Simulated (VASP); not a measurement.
All values below come from G0W0 on PBE orbitals, VASP's PBE PAW potentials (set 64) (plane waves; VASP 6.6.1).

Input for VASP

POSCAR:
```
LiH
2.922960
  0.0000000000   0.7071068369   0.7071068369
  0.7071068369   0.0000000000   0.7071068369
  0.7071068369   0.7071068369   0.0000000000
Li H
1 1
Cart
  0.0000000000   0.0000000000   0.0000000000
  0.7071068369   0.7071068369   0.7071068369
```

**INCAR**
```
ALGO  =  EVGW0
ENCUT  =  500
ENCUTGW  =  200
GGA  =  PE
ISMEAR  =  0
LASPH  =  .TRUE.
LCHARG  =  .FALSE.
LREAL  =  .FALSE.
LSPECTRALGW  =  .TRUE.
LWAVE  =  .FALSE.
NBANDS  =  160
NBANDSGW  =  10
NELMGW  =  1
NOMEGA  =  64
PREC  =  Normal
SIGMA  =  0.01
SYSTEM  =  LiH
```

**KPOINTS**
```
Automatic mesh
0
Gamma
4 4 4
0 0 0
```

POTCAR, in this order: Li_sv_GW H_GW (PBE.64 set). Program: vasp_std. Read from the step before: WAVECAR, WAVEDER.

The resulting files:

### OSZICAR
```
energies w=
    0.000    0.000    1.146    0.000    2.289    0.000    3.427    0.000
    4.558    0.000    5.679    0.000    6.790    0.000    7.888    0.000
    8.972    0.000   10.042    0.000   11.098    0.000   12.139    0.000
   13.166    0.000   14.179    0.000   15.179    0.000   16.168    0.000
   17.147    0.000   18.116    0.000   19.078    0.000   20.034    0.000
   20.986    0.000   21.936    0.000   22.886    0.000   23.838    0.000
   24.794    0.000   25.757    0.000   26.729    0.000   27.713    0.000
   28.712    0.000   29.729    0.000   30.766    0.000   31.829    0.000
   32.920    0.000   34.045    0.000   35.208    0.000   36.414    0.000
   37.669    0.000   38.981    0.000   40.357    0.000   41.806    0.000
   43.339    0.000   44.966    0.000   46.703    0.000   48.565    0.000
   50.571    0.000   52.744    0.000   55.111    0.000   57.706    0.000
   60.569    0.000   63.749    0.000   67.310    0.000   71.331    0.000
   75.913    0.000   81.189    0.000   87.334    0.000   94.591    0.000
  103.290    0.000  113.913    0.000  127.173    0.000  144.182    0.000
  166.769    0.000  198.174    0.000  244.737    0.000  320.754    0.000
NQ=   1    0.0000    0.0000    0.0000,
 performed         66000 updates of chi_q(r,r)
NQ=   2    0.2500    0.0000    0.0000,
 performed        247000 updates of chi_q(r,r)
NQ=   3    0.5000    0.0000    0.0000,
 performed        370000 updates of chi_q(r,r)
NQ=   4    0.2500    0.2500    0.0000,
 performed        528000 updates of chi_q(r,r)
NQ=   5    0.5000    0.2500    0.0000,
 performed        760000 updates of chi_q(r,r)
NQ=   6   -0.2500    0.2500    0.0000,
 performed        960000 updates of chi_q(r,r)
NQ=   7    0.5000    0.5000    0.0000,
 performed       1070000 updates of chi_q(r,r)
NQ=   8   -0.2500    0.5000    0.2500,
 performed       1232000 updates of chi_q(r,r)
 resolving degeneracies of screened two electron integrals
```

**OUTCAR**
```


 k-point   1 :       0.0000    0.0000    0.0000
  band No.  KS-energies  QP-energies   sigma(KS)   V_xc(KS)     V^pw_x(r,r')   Z            occupation Imag(sigma)

      1     -45.2078     -52.5149     -37.7398     -27.5474     -43.2940       0.7169       2.0000       0.3092
      2      -5.9112      -7.4471     -12.0836      -9.8335     -15.5434       0.6826       2.0000       0.4757
      3      14.1224      14.7088     -10.8501     -11.6691      -4.7451       0.7159       0.0000      -1.0535
      4      16.1281      16.9464      -7.5816      -8.6855      -2.2763       0.7412       0.0000      -0.6832
      5      16.1281      16.9464      -7.5816      -8.6855      -2.2763       0.7412       0.0000      -0.6832
      6      16.1281      16.9464      -7.5816      -8.6855      -2.2763       0.7412       0.0000      -0.6832
      7      20.7048      21.2237      -6.4869      -7.0867      -1.1036       0.8650       0.0000      -1.9469
      8      20.7048      21.2237      -6.4869      -7.0867      -1.1036       0.8650       0.0000      -1.9469
      9      20.7048      21.2237      -6.4869      -7.0867      -1.1036       0.8650       0.0000      -1.9469
     10      22.1481      22.7613      -5.7915      -6.5034      -0.7736       0.8613       0.0000      -1.7657

 k-point   2 :       0.2500    0.0000    0.0000
  band No.  KS-energies  QP-energies   sigma(KS)   V_xc(KS)     V^pw_x(r,r')   Z            occupation Imag(sigma)

      1     -45.1923     -52.5297     -37.7662     -27.5789     -43.3182       0.7202       2.0000       0.3084
      2      -4.8836      -6.3725     -11.9463      -9.8081     -14.9245       0.6963       2.0000       0.3798
      3       8.3988       8.9102      -8.1000      -8.7924      -3.5340       0.7386       0.0000      -0.3400
      4      13.3659      13.8734      -9.1516      -9.8601      -3.4354       0.7162       0.0000      -0.8702
      5      14.9840      15.6546      -7.3585      -8.2571      -2.0607       0.7462       0.0000      -0.7422
      6      14.9840      15.6546      -7.3585      -8.2571      -2.0607       0.7462       0.0000      -0.7422
      7      20.2319      21.0770      -7.1439      -8.1504      -1.8004       0.8397       0.0000      -1.6400
      8      20.2319      21.0770      -7.1439      -8.1504      -1.8004       0.8397       0.0000      -1.6400
      9      21.5406      22.2737      -6.7957      -7.6868      -1.4641       0.8227       0.0000      -1.5975
     10      25.2356      26.3776      -6.3484      -7.6377      -1.2599       0.8857       0.0000      -2.1346

 k-point   3 :       0.5000    0.0000    0.0000
  band No.  KS-energies  QP-energies   sigma(KS)   V_xc(KS)     V^pw_x(r,r')   Z            occupation Imag(sigma)

      1     -45.1776     -52.5252     -37.7925     -27.6114     -43.3420       0.7217       2.0000       0.3077
      2      -3.1915      -4.6274     -11.9490      -9.9658     -14.2717       0.7240       2.0000       0.2696
      3       3.8600       4.2712      -7.6834      -8.2187      -3.9195       0.7681       0.0000      -0.2010
      4      12.0699      12.5663      -9.1002      -9.7929      -3.5706       0.7166       0.0000      -0.7240
      5      14.8360      15.4856      -7.2320      -8.0957      -1.8477       0.7522       0.0000      -0.7907
      6      14.8360      15.4856      -7.2320      -8.0957      -1.8477       0.7522       0.0000      -0.7907
      7      17.3615      17.9874      -7.4214      -8.2081      -2.1338       0.7956       0.0000      -1.2866
      8      17.3615      17.9874      -7.4214      -8.2081      -2.1338       0.7956       0.0000      -1.2866
      9      24.9702      25.7588      -7.1685      -8.1158      -1.8493       0.8325       0.0000      -1.9591
     10      29.9553      31.2302      -7.0157      -8.5364      -1.6256       0.8384       0.0000      -2.1046

 k-point   4 :       0.2500    0.2500    0.0000
  band No.  KS-energies  QP-energies   sigma(KS)   V_xc(KS)     V^pw_x(r,r')   Z            occupation Imag(sigma)

      1     -45.1873     -52.5473     -37.7756     -27.5885     -43.3272       0.7225       2.0000       0.3080
      2      -4.4432      -5.9086     -11.9094      -9.8293     -14.6792       0.7045       2.0000       0.3429
      3       9.0330       9.5825      -9.1687      -9.9178      -4.3999       0.7336       0.0000      -0.4149
      4      11.6184      12.2615      -7.2377      -8.1029      -2.3212       0.7433       0.0000      -0.4770
      5      11.6184      12.2615      -7.2377      -8.1029      -2.3212       0.7433       0.0000      -0.4770
      6      14.7940      14.9498      -6.6269      -6.8211      -1.2373       0.8020       0.0000      -1.2770
      7      15.8165      16.4186      -8.1164      -8.9277      -2.5950       0.7422       0.0000      -0.8907
      8      24.3513      25.6878      -8.2383      -9.7398      -2.4715       0.8901       0.0000      -2.3515
      9      27.3883      28.7508      -6.9261      -8.5431      -1.6910       0.8426       0.0000      -1.9034
     10      27.3883      28.7508      -6.9261      -8.5431      -1.6910       0.8426       0.0000      -1.9034

 k-point   5 :       0.5000    0.2500    0.0000
  band No.  KS-energies  QP-energies   sigma(KS)   V_xc(KS)     V^pw_x(r,r')   Z            occupation Imag(sigma)

      1     -45.1707     -52.6233     -37.8007     -27.6169     -43.3498       0.7318       2.0000       0.3070
      2      -2.3730      -3.7496     -12.0769     -10.1977     -14.0572       0.7325       2.0000       0.2297
      3       4.4449       4.8931      -7.5963      -8.1844      -3.7284       0.7622       0.0000      -0.2108
      4       7.7238       8.2126      -7.6957      -8.3522      -3.2192       0.7445       0.0000      -0.3171
      5      11.1218      11.7542      -7.2095      -8.0554      -2.3340       0.7476       0.0000      -0.4695
      6      14.4615      14.9387      -8.3519      -9.0000      -2.8265       0.7364       0.0000      -0.8792
      7      19.6203      20.2429      -7.0472      -7.8067      -1.5620       0.8198       0.0000      -1.5665
      8      24.1244      25.3407      -7.0435      -8.4502      -1.7629       0.8647       0.0000      -1.8827
      9      25.7915      27.2220      -7.5881      -9.2086      -2.1459       0.8828       0.0000      -2.2821
     10      28.9740      30.2206      -6.7855      -8.2531      -1.6110       0.8494       0.0000      -2.0838

 k-point   6 :      -0.2500    0.2500    0.0000
  band No.  KS-energies  QP-energies   sigma(KS)   V_xc(KS)     V^pw_x(r,r')   Z            occupation Imag(sigma)

      1     -45.1749     -52.5588     -37.7905     -27.6059     -43.3397       0.7250       2.0000       0.3074
      2      -3.2585      -4.6823     -11.9318      -9.9685     -14.2197       0.7252       2.0000       0.2672
      3       6.5024       7.0108      -6.8938      -7.5654      -2.5839       0.7570       0.0000      -0.2673
      4       7.0125       7.4936      -8.6786      -9.3252      -4.4115       0.7440       0.0000      -0.2769
      5      13.7051      14.3060      -7.2673      -8.0691      -2.0365       0.7495       0.0000      -0.7312
      6      14.1025      14.6784      -8.2502      -9.0324      -2.7355       0.7364       0.0000      -0.8070
      7      21.1533      22.1447      -7.6392      -8.8536      -2.1880       0.8163       0.0000      -1.5265
      8      23.3989      24.2947      -6.5809      -7.6563      -1.3379       0.8331       0.0000      -1.7044
      9      24.6820      25.6747      -7.7700      -8.8835      -2.1197       0.8915       0.0000      -2.3516
     10      25.0989      26.0267      -6.0457      -7.0863      -0.9535       0.8916       0.0000      -2.1691

 k-point   7 :       0.5000    0.5000    0.0000
  band No.  KS-energies  QP-energies   sigma(KS)   V_xc(KS)     V^pw_x(r,r')   Z            occupation Imag(sigma)

      1     -45.1656     -52.6320     -37.8107     -27.6257     -43.3599       0.7331       2.0000       0.3064
      2      -0.8134      -2.2084     -13.0906     -11.2224     -14.7649       0.7467       2.0000       0.1898
      3       2.2133       2.6488      -6.9214      -7.4844      -3.3724       0.7735       0.0000      -0.1804
      4       9.5395      10.1994      -7.1556      -8.0355      -2.5269       0.7499       0.0000      -0.3521
      5       9.5395      10.1994      -7.1556      -8.0355      -2.5269       0.7499       0.0000      -0.3521
      6      12.6037      12.6828      -6.7099      -6.8132      -1.3703       0.7660       0.0000      -0.9815
      7      15.1979      15.6529      -9.3379      -9.9684      -3.6496       0.7217       0.0000      -0.9274
      8      31.9690      34.1400      -7.2880      -9.7940      -2.2075       0.8663       0.0000      -2.0479
      9      31.9690      34.1400      -7.2880      -9.7940      -2.2075       0.8663       0.0000      -2.0479
     10      33.2893      35.6546      -7.5652      -9.9319      -2.1337       0.9994       0.0000      -3.3741

 k-point   8 :      -0.2500    0.5000    0.2500
  band No.  KS-energies  QP-energies   sigma(KS)   V_xc(KS)     V^pw_x(r,r')   Z            occupation Imag(sigma)

      1     -45.1650     -52.6538     -37.8099     -27.6257     -43.3585       0.7353       2.0000       0.3065
      2      -0.9986      -2.3773     -12.8824     -11.0289     -14.5607       0.7438       2.0000       0.1919
      3       4.3610       4.8540      -6.8801      -7.5232      -2.9353       0.7666       0.0000      -0.2122
      4       4.3610       4.8540      -6.8801      -7.5232      -2.9353       0.7666       0.0000      -0.2122
      5      10.2249      10.7247      -8.1953      -8.8677      -3.4433       0.7433       0.0000      -0.4234
      6      15.8210      16.5147      -8.2451      -9.1924      -2.5682       0.7323       0.0000      -0.8753
      7      22.0914      22.8647      -6.4786      -7.3779      -1.2276       0.8599       0.0000      -1.8191
...
```
(Selected blocks of OUTCAR.)

The mesh is coarse and the basis finite, so the quasiparticle values are not converged.

The compound is LiH in the rock salt structure. This cell is one point of a volume scan, at 1.04 of the reference volume. The k-mesh is coarse (spacing up to 0.66 per Å, 2π included), so the numbers may not be converged in it.
